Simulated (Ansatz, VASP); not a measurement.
# Al5Co2 (Al5Co2 (P6_3/mmc)): VASP beside Ansatz, part 2 of 3

Wanted: the spread between two codes on one cell, functional and k mesh. Of the first pair: The structure shown is the start of the Ansatz relaxation below; VASP solves that cell, so the two are compared at the walk's first step.

VASP 6.6.1 and Ansatz 0.2.0.

So far: The structure; Ansatz: relaxation, PBEsol.

## 3. VASP: single point, PBEsol, start cell, pair 1

Level of this step: PBEsol, no spin polarisation; plane waves and PAW (Al, Co) (VASP).

The same cell, functional, mesh and smearing now go to VASP, with its own data sets.

Lines of VASP's logs that name or quote its potential files are left out, and so is its time.

The input, INCAR:

```
SYSTEM = Al5Co2
PREC = Accurate
ENCUT = 520
EDIFF = 1E-06
NELM = 120
ISMEAR = -1
SIGMA = 0.05
LREAL = .FALSE.
ALGO = Normal
GGA = PS
NBANDS = 88
LASPH = .TRUE.
LORBIT = 11
LWAVE = .FALSE.
LCHARG = .FALSE.
ISIF = 2
GGA_COMPAT = .FALSE.
KPAR = 4
```

The input, POSCAR:

```
Al5Co2
1.0
    7.6047410000      0.0000000000      0.0000000000
   -3.8023700000      6.5858990000      0.0000000000
    0.0000000000      0.0000000000      7.5139840000
Al Co
20 8
Direct
    0.9999998365      0.9999999562      0.0000000000
    0.9999998365      0.9999999562      0.5000000000
    0.4681273958      0.9362550748      0.2500000000
    0.5318722772      0.4681275155      0.7500000000
    0.9362549551      0.4681275155      0.7500000000
    0.0637447179      0.5318723969      0.2500000000
    0.4681273958      0.5318723969      0.2500000000
    0.5318722772      0.0637448376      0.7500000000
    0.1939593058      0.3879188949      0.9391640640
    0.8060403672      0.1939594255      0.4391640640
    0.3879187752      0.1939594255      0.4391640640
    0.6120808978      0.8060404869      0.9391640640
    0.1939593058      0.8060404869      0.9391640640
    0.8060403672      0.6120810176      0.0608359360
    0.8060403672      0.1939594255      0.0608359360
    0.8060403672      0.6120810176      0.4391640640
    0.3879187752      0.1939594255      0.0608359360
    0.6120808978      0.8060404869      0.5608359360
    0.1939593058      0.3879188949      0.5608359360
    0.1939593058      0.8060404869      0.5608359360
    0.3333331698      0.6666666229      0.7500000000
    0.6666665032      0.3333332895      0.2500000000
    0.1269878609      0.2539760049      0.2500000000
    0.8730118121      0.1269879806      0.7500000000
    0.2539758852      0.1269879806      0.7500000000
    0.7460237878      0.8730119318      0.2500000000
    0.1269878609      0.8730119318      0.2500000000
    0.8730118121      0.7460239075      0.7500000000
```

The input, KPOINTS:

```
Automatic mesh
0
Gamma
6 6 5
0 0 0
```

The projector-augmented-wave data sets are Al and Co (PBE family, release 64).

Command:

```bash
mpirun -np 4 vasp_std
```

Numbers of over 12 decimals in the logs are rounded to 6 here.

The log of the run:

```text
[banner, memory and clock lines left out]
running    4 mpi-ranks, on    1 nodes
 distrk:  each k-point on    1 cores,    4 groups
 distr:  one band on    1 cores,    1 groups

 POSCAR found type information on POSCAR AlCo
 POSCAR found :  2 types and      28 ions
|                                                                             |
|               ----> ADVICE to this user running VASP <----                  |
|                                                                             |
|     You have a (more or less) 'large supercell' and for larger cells it     |
|     might be more efficient to use real-space projection operators.         |
|     Therefore, try LREAL= Auto in the INCAR file.                           |
|     Mind: For very accurate calculation, you might also keep the            |
|     reciprocal projection scheme (i.e. LREAL=.FALSE.).                      |
|                                                                             |

|                                                                             |
|               ----> ADVICE to this user running VASP <----                  |
|                                                                             |
|     You enforced a specific xc type in the INCAR file but a different       |
|     [... a line on the potential file left out ...]
|     I HOPE YOU KNOW WHAT YOU ARE DOING!                                     |
|                                                                             |

 LDA part: xc-table for (Slater+PW92), standard interpolation
 POSCAR, INCAR and KPOINTS ok, starting setup
 FFT: planning ... GRIDC
 FFT: planning ... GRID_SOFT
 FFT: planning ... GRID
 WAVECAR not read
 entering main loop
       N       E                     dE             d eps       ncg     rms          rms(c)
DAV:   1     0.818062731286E+03    0.81806E+03   -0.49927E+04  3696   0.144E+03
DAV:   2    -0.853933310999E+02   -0.90346E+03   -0.86542E+03  3696   0.340E+02
DAV:   3    -0.167963983021E+03   -0.82571E+02   -0.74773E+02  4192   0.117E+02
DAV:   4    -0.172663383725E+03   -0.46994E+01   -0.46025E+01  4680   0.263E+01
DAV:   5    -0.172839613174E+03   -0.17623E+00   -0.17567E+00  4952   0.486E+00    0.402E+01
DAV:   6    -0.231133094974E+03   -0.58293E+02   -0.51983E+02  4944   0.194E+02    0.763E+01
DAV:   7    -0.159382599352E+03    0.71750E+02   -0.19306E+02  4840   0.126E+02    0.162E+01
DAV:   8    -0.157639043448E+03    0.17436E+01   -0.37773E+01  5568   0.357E+01    0.842E+00
DAV:   9    -0.158113551418E+03   -0.47451E+00   -0.72296E+00  5688   0.298E+01    0.109E+01
DAV:  10    -0.156941264190E+03    0.11723E+01   -0.46313E+00  5320   0.293E+01    0.384E+00
DAV:  11    -0.156951290928E+03   -0.10027E-01   -0.55307E-01  4096   0.323E+00    0.287E+00
DAV:  12    -0.156910417378E+03    0.40874E-01   -0.11521E-01  5632   0.354E+00    0.117E+00
DAV:  13    -0.156909879119E+03    0.53826E-03   -0.19647E-02  5024   0.144E+00    0.700E-01
DAV:  14    -0.156909389552E+03    0.48957E-03   -0.16518E-03  4960   0.415E-01    0.423E-01
DAV:  15    -0.156908847366E+03    0.54219E-03   -0.98007E-04  5480   0.213E-01    0.231E-01
DAV:  16    -0.156908688681E+03    0.15868E-03   -0.25013E-04  5512   0.798E-02    0.869E-02
DAV:  17    -0.156908654591E+03    0.34090E-04   -0.75804E-05  5576   0.512E-02    0.239E-02
DAV:  18    -0.156908651295E+03    0.32953E-05   -0.16070E-05  5216   0.260E-02    0.835E-03
DAV:  19    -0.156908651746E+03   -0.45031E-06   -0.25435E-06  3080   0.147E-02
   1 F= -.15690865E+03 E0= -.15689203E+03  d E =-.332420E-01
```

OUTCAR, selected parts (step 3):

```text
ion  position               nearest neighbor table
   1  1.000  1.000  0.000-  24 2.52  27 2.52  23 2.52  28 2.52  25 2.52  26 2.52  13 2.60  15 2.60
                            14 2.60   9 2.60  17 2.60  12 2.60
   2  1.000  1.000  0.500-  24 2.52  27 2.52  23 2.52  28 2.52  25 2.52  26 2.52  20 2.60  10 2.60
                            16 2.60  19 2.60  11 2.60  18 2.60
   3  0.468  0.936  0.250-  26 2.39  27 2.39  22 2.62  17 2.73  11 2.73  10 2.73  15 2.73  18 2.95
                            12 2.95  20 2.95  13 2.95   7 3.08   6 3.08
   4  0.532  0.468  0.750-  25 2.39  28 2.39  21 2.62  18 2.73  12 2.73  19 2.73   9 2.73  17 2.95
                            11 2.95  14 2.95  16 2.95   8 3.08   5 3.08
   5  0.936  0.468  0.750-  28 2.39  24 2.39  21 2.62  19 2.73   9 2.73  20 2.73  13 2.73  16 2.95
                            14 2.95  10 2.95  15 2.95   4 3.08   8 3.08
   6  0.064  0.532  0.250-  23 2.39  27 2.39  22 2.62  16 2.73  14 2.73  10 2.73  15 2.73  19 2.95
                             9 2.95  20 2.95  13 2.95   7 3.08   3 3.08
   7  0.468  0.532  0.250-  26 2.39  23 2.39  22 2.62  17 2.73  11 2.73  14 2.73  16 2.73  18 2.95
                            12 2.95  19 2.95   9 2.95   3 3.08   6 3.08
   8  0.532  0.064  0.750-  25 2.39  24 2.39  21 2.62  18 2.73  12 2.73  20 2.73  13 2.73  17 2.95
                            11 2.95  10 2.95  15 2.95   4 3.08   5 3.08
   9  0.194  0.388  0.939-  21 2.32  23 2.50   1 2.60  25 2.66  24 2.66  17 2.71  15 2.71   5 2.73
                             4 2.73  19 2.84   6 2.95   7 2.95  13 3.18  12 3.18
  10  0.806  0.194  0.439-  22 2.32  24 2.50   2 2.60  26 2.66  23 2.66  18 2.71  19 2.71   6 2.73
                             3 2.73  15 2.84   5 2.95   8 2.95  16 3.18  11 3.18
  11  0.388  0.194  0.439-  22 2.32  25 2.50   2 2.60  23 2.66  27 2.66  19 2.71  20 2.71   3 2.73
                             7 2.73  17 2.84   8 2.95   4 2.95  10 3.18  16 3.18
  12  0.612  0.806  0.939-  21 2.32  26 2.50   1 2.60  28 2.66  24 2.66  14 2.71  15 2.71   8 2.73
                             4 2.73  18 2.84   3 2.95   7 2.95  13 3.18   9 3.18
  13  0.194  0.806  0.939-  21 2.32  27 2.50   1 2.60  25 2.66  28 2.66  17 2.71  14 2.71   5 2.73
                             8 2.73  20 2.84   6 2.95   3 2.95   9 3.18  12 3.18
  14  0.806  0.612  0.061-  22 2.32  28 2.50   1 2.60  26 2.66  27 2.66  12 2.71  13 2.71   6 2.73
                             7 2.73  16 2.84   5 2.95   4 2.95  15 3.18  17 3.18
  15  0.806  0.194  0.061-  22 2.32  24 2.50   1 2.60  26 2.66  23 2.66  12 2.71   9 2.71   6 2.73
                             3 2.73  10 2.84   5 2.95   8 2.95  14 3.18  17 3.18
  16  0.806  0.612  0.439-  22 2.32  28 2.50   2 2.60  26 2.66  27 2.66  18 2.71  20 2.71   6 2.73
                             7 2.73  14 2.84   5 2.95   4 2.95  10 3.18  11 3.18
  17  0.388  0.194  0.061-  22 2.32  25 2.50   1 2.60  23 2.66  27 2.66   9 2.71  13 2.71   3 2.73
                             7 2.73  11 2.84   8 2.95   4 2.95  15 3.18  14 3.18
  18  0.612  0.806  0.561-  21 2.32  26 2.50   2 2.60  28 2.66  24 2.66  16 2.71  10 2.71   8 2.73
                             4 2.73  12 2.84   3 2.95   7 2.95  20 3.18  19 3.18
  19  0.194  0.388  0.561-  21 2.32  23 2.50   2 2.60  25 2.66  24 2.66  11 2.71  10 2.71   5 2.73
                             4 2.73   9 2.84   6 2.95   7 2.95  20 3.18  18 3.18
  20  0.194  0.806  0.561-  21 2.32  27 2.50   2 2.60  25 2.66  28 2.66  11 2.71  16 2.71   5 2.73
                             8 2.73  13 2.84   6 2.95   3 2.95  19 3.18  18 3.18
  21  0.333  0.667  0.750-  13 2.32  20 2.32  19 2.32   9 2.32  12 2.32  18 2.32   4 2.62   8 2.62
                             5 2.62
  22  0.667  0.333  0.250-  10 2.32  15 2.32  14 2.32  16 2.32  11 2.32  17 2.32   7 2.62   3 2.62
                             6 2.62
  23  0.127  0.254  0.250-   6 2.39   7 2.39   9 2.50  19 2.50   1 2.52   2 2.52  17 2.66  11 2.66
                            10 2.66  15 2.66  27 2.90  26 2.90
  24  0.873  0.127  0.750-   5 2.39   8 2.39  10 2.50  15 2.50   1 2.52   2 2.52  12 2.66  18 2.66
                             9 2.66  19 2.66  28 2.90  25 2.90
  25  0.254  0.127  0.750-   8 2.39   4 2.39  11 2.50  17 2.50   1 2.52   2 2.52   9 2.66  19 2.66
                            13 2.66  20 2.66  24 2.90  28 2.90
  26  0.746  0.873  0.250-   3 2.39   7 2.39  12 2.50  18 2.50   1 2.52   2 2.52  16 2.66  14 2.66
                            10 2.66  15 2.66  27 2.90  23 2.90
  27  0.127  0.873  0.250-   6 2.39   3 2.39  13 2.50  20 2.50   1 2.52   2 2.52  17 2.66  11 2.66
                            14 2.66  16 2.66  23 2.90  26 2.90
  28  0.873  0.746  0.750-   5 2.39   4 2.39  14 2.50  16 2.50   1 2.52   2 2.52  12 2.66  18 2.66
                            13 2.66  20 2.66  24 2.90  25 2.90

  LATTYP: Found a hexagonal cell.
 ALAT       =     7.6047410000
 C/A-ratio  =     0.9880657343

 Subroutine GETGRP returns: Found 24 space group operations
 (whereof 12 operations were pure point group operations)

The static configuration has the point symmetry D_3d.
 The point group associated with its full space group is D_6h.

 Found     21 irreducible k-points:

   k-points           NKPTS =     21   k-points in BZ     NKDIM =     21   number of bands    NBANDS=     88

   dimension x,y,z NGX =    60 NGY =   60 NGZ =   56
   dimension x,y,z NGXF=   120 NGYF=  120 NGZF=  112

   ENCUT  =  520.0 eV  38.22 Ry    6.18 a.u.  14.14 14.14 13.97*2*pi/ulx,y,z

   NELECT =     132.0000    total number of electrons

 k-points in reciprocal lattice and weights: Automatic mesh
   0.00000000  0.00000000  0.00000000       0.006
   0.16666667  0.00000000  0.00000000       0.033
   0.33333333  0.00000000  0.00000000       0.033
   0.50000000  0.00000000  0.00000000       0.017
   0.16666667  0.16666667  0.00000000       0.033
   0.33333333  0.16666667  0.00000000       0.067
   0.33333333  0.33333333  0.00000000       0.011
   0.00000000  0.00000000  0.20000000       0.011
   0.16666667  0.00000000  0.20000000       0.067
[...]
0.33333333  0.16666667  0.40000000       0.133
   0.33333333  0.33333333  0.40000000       0.022

 average (electrostatic) potential at core
       1 -70.2184       2 -70.2184       3 -70.6922       4 -70.6922       5 -70.6922
       6 -70.6922       7 -70.6922       8 -70.6922       9 -70.5164      10 -70.5164
      11 -70.5164      12 -70.5164      13 -70.5164      14 -70.5164      15 -70.5164
      16 -70.5164      17 -70.5164      18 -70.5164      19 -70.5164      20 -70.5164
      21 -78.6354      22 -78.6354      23 -78.7445      24 -78.7445      25 -78.7445
      26 -78.7445      27 -78.7445      28 -78.7445

 E-fermi :   9.2198

 k-point     1 :       0.0000    0.0000    0.0000
  band No.  band energies     occupation
    ...
     61       8.2559      2.00000
     62       8.2559      2.00000
     63       9.0623      1.91776
     64       9.0623      1.91776
     65       9.0894      1.86270
     66      10.1801      0.00000
     67      10.1801      0.00000
     68      10.3768      0.00000
     69      10.7575      0.00000
     70      10.8209      0.00000
    ...

 k-point     2 :       0.1667    0.0000    0.0000
  band No.  band energies     occupation
    ...
     61       8.3347      2.00000
     62       8.3634      2.00000
     63       8.8815      1.99770
     64       8.8900      1.99727
     65       9.0640      1.91515
     66       9.7736      0.00003
     67      10.0435      0.00000
     68      10.1177      0.00000
     69      10.4170      0.00000
     70      10.5739      0.00000
    ...

 k-point     3 :       0.3333    0.0000    0.0000
  band No.  band energies     occupation
    ...
     62       8.6314      1.99998
     63       8.6584      1.99997
     64       8.7343      1.99988
     65       8.9520      1.99061
     66       9.0041      1.97358
     67       9.3383      0.17099
     68       9.8037      0.00002
     69       9.8326      0.00001
     70      10.1897      0.00000
     71      10.3131      0.00000
    ...

  Total        1.3503436      1.3503436      0.9953758      0.0000001      0.0000000     -0.0000000
  in kB        5.7489048      5.7489049      4.2376774      0.0000004      0.0000000     -0.0000000
  external PRESSURE =       5.2451624 kB  Pullay stress =       0.0000000 kB

  energy-cutoff  :      520.00
  volume of cell :      376.33
      direct lattice vectors                 reciprocal lattice vectors
     7.604741000  0.000000000  0.000000000     0.131496918  0.075919770  0.000000000
    -3.802370000  6.585899000  0.000000000     0.000000000  0.151839559  0.000000000
     0.000000000  0.000000000  7.513984000     0.000000000  0.000000000  0.133085192

 POSITION                                       TOTAL-FORCE (eV/Angst)
 -----------------------------------------------------------------------------------
      3.80237      6.58590      0.00000         0.000000      0.000000      0.000000
      3.80237      6.58590      3.75699         0.000000      0.000000      0.000000
     -0.00000      6.16608      1.87850        -0.000000     -0.088393      0.000000
      2.26476      3.08304      5.63549         0.076551     -0.044197      0.000000
      5.33998      3.08304      5.63549        -0.076551     -0.044197      0.000000
     -1.53761      3.50286      1.87850         0.076551      0.044197      0.000000
      1.53761      3.50286      1.87850        -0.076551      0.044197      0.000000
      3.80237      0.41982      5.63549         0.000000      0.088393      0.000000
     -0.00000      2.55479      7.05686         0.000000      0.038749      0.036780
      5.39222      1.27740      3.29987        -0.033557      0.019374      0.036780
      2.21252      1.27740      3.29987         0.033557      0.019374      0.036780
      1.58985      5.30850      7.05686        -0.033557     -0.019374      0.036780
     -1.58985      5.30850      7.05686         0.033557     -0.019374      0.036780
      3.80237      4.03110      0.45712        -0.000000     -0.038749     -0.036780
      5.39222      1.27740      0.45712        -0.033557      0.019374     -0.036780
      3.80237      4.03110      3.29987        -0.000000     -0.038749      0.036780
      2.21252      1.27740      0.45712         0.033557      0.019374     -0.036780
      1.58985      5.30850      4.21411        -0.033557     -0.019374     -0.036780
     -0.00000      2.55479      4.21411         0.000000      0.038749     -0.036780
     -1.58985      5.30850      4.21411         0.033557     -0.019374     -0.036780
     -0.00000      4.39060      5.63549         0.000000      0.000000      0.000000
      3.80237      2.19530      1.87850         0.000000      0.000000      0.000000
     -0.00000      1.67266      1.87850        -0.000000     -0.036533      0.000000
      6.15617      0.83633      5.63549         0.031639     -0.018267      0.000000
      1.44857      0.83633      5.63549        -0.031639     -0.018267      0.000000
      2.35380      5.74957      1.87850         0.031639      0.018267     -0.000000
     -2.35380      5.74957      1.87850        -0.031639      0.018267      0.000000
      3.80237      4.91324      5.63549         0.000000      0.036533      0.000000
 -----------------------------------------------------------------------------------
    total drift:                               -0.000378     -0.000089      0.000007

  FREE ENERGIE OF THE ION-ELECTRON SYSTEM (eV)
  ---------------------------------------------------
  free  energy   TOTEN  =      -156.9086517457 eV

  energy  without entropy=     -156.8754097051  energy(sigma->0) =     -156.89203073

 total charge
# of ion       s       p       d       tot
------------------------------------------
    1        0.397   0.456   0.000   0.854
    2        0.397   0.456   0.000   0.854
    3        0.412   0.386   0.000   0.797
    4        0.412   0.386   0.000   0.797
    5        0.412   0.386   0.000   0.797
    6        0.412   0.386   0.000   0.797
    7        0.412   0.386   0.000   0.797
    8        0.412   0.386   0.000   0.797
    9        0.400   0.412   0.000   0.812
   10        0.400   0.412   0.000   0.812
   11        0.400   0.412   0.000   0.812
   12        0.400   0.412   0.000   0.812
   13        0.400   0.412   0.000   0.812
   14        0.400   0.412   0.000   0.812
   15        0.400   0.412   0.000   0.812
   16        0.400   0.412   0.000   0.812
   17        0.400   0.412   0.000   0.812
   18        0.400   0.412   0.000   0.812
   19        0.400   0.412   0.000   0.812
   20        0.400   0.412   0.000   0.812
   21        0.530   0.601   7.618   8.749
   22        0.530   0.601   7.618   8.749
   23        0.447   0.534   7.492   8.473
   24        0.447   0.534   7.492   8.473
   25        0.447   0.534   7.492   8.473
   26        0.447   0.534   7.492   8.473
   27        0.447   0.534   7.492   8.473
   28        0.447   0.534   7.492   8.473
--------------------------------------------------
tot         11.801  12.582  60.186  84.569

[... 3 further parts left out ...]
```

This run has no spin polarisation, so a moment on Co, if there is one, isn't seen.

## 4. Comparison

Known differences besides the potentials themselves: the data sets hold 196 valence electrons in Ansatz (on its PAW soft_1 files) and 132 in VASP; the cutoff is 420 eV in Ansatz and 520 eV in VASP; Ansatz makes its cores anew for this functional, VASP keeps those of its PBE data sets. Total energies have different zeros and are not compared.

Forces on 7 of the 28 atoms, those with the largest forces and the largest differences (eV/Å; atoms numbered as in POSCAR):

```csv
atom,"Ansatz x, y, z","VASP x, y, z"
Al3,"0.000, -0.076, 0.000","0.000, -0.088, 0.000"
Al4,"0.066, -0.038, 0.000","0.077, -0.044, 0.000"
Al5,"-0.066, -0.038, 0.000","-0.077, -0.044, 0.000"
Al6,"0.066, 0.038, 0.000","0.077, 0.044, 0.000"
Al7,"-0.066, 0.038, 0.000","-0.077, 0.044, 0.000"
Al8,"0.000, 0.076, 0.000","0.000, 0.088, 0.000"
Al14,"0.000, -0.030, -0.031","0.000, -0.039, -0.037"
```

The forces differ by 5.5 meV/Å r.m.s., which is 16.8 % of the r.m.s. force of 0.033 eV/Å (both taken over all components).

[end of part 2 of 3]

[Lines on the potential files, build, host, timing and source positions are cut from VASP's logs without a mark.]

[Logs are printed without paths, hosts, clocks, repeated set-up lines and the standing remarks that a program may print on its own settings, such as how far it seeks lower states.]

[Hosts, paths, dates, database ids (printed as entryN), source tags and the programs' standing remarks are cut or masked in the printed files.]
